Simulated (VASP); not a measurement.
Given:

```yaml
crystal:
  lattice:
    - [3.56875, 0.00000, 0.00000]
    - [0.00000, 3.56875, 0.00000]
    - [0.00000, 0.00000, 3.56875]
  atoms:
    - { symbol: Fe, position: [0.00000, 0.00000, 0.00000], spin: 2.8 }
    - { symbol: Ni, position: [0.00000, 0.50000, 0.50000], spin: 0.6 }
    - { symbol: Ni, position: [0.50000, 0.00000, 0.50000], spin: 0.6 }
    - { symbol: Ni, position: [0.50000, 0.50000, 0.00000], spin: 0.6 }
```

All values below come from optB88-vdW, VASP's PBE PAW potentials (set 64) (plane waves; VASP 6.6.1). Numerical set-up: 520 eV cut-off, 9×9×9 Γ-centred mesh, first-order Methfessel-Paxton smearing of 0.10 eV, potentials Fe Ni.

Task: Estimate the cell moment, energy per atom (σ→0), pressure, band gap (on the k-mesh) with the smallest direct gap where there is one.

Result: 
```json
{
 "band gap (on the k-mesh)": "none (metal, semimetal or under 0.01 eV)",
 "cell_moment": "4.56 μB",
 "energy per atom (σ→0)": "-335.5 kJ/mol-atom",
 "pressure": "-5.66 GPa"
}
```

Task: Give the moment on each site (PAW-sphere projection).

Result: 
```tsv
site	moment (μB)
Fe1	2.86
Ni2	0.58
Ni3	0.58
Ni4	0.58
```

Only differences to runs with the same potentials and settings are physical.

The compound is Ni3Fe in the L1_2 structure. This cell is one point of a volume scan, at 1.03 of the reference volume.
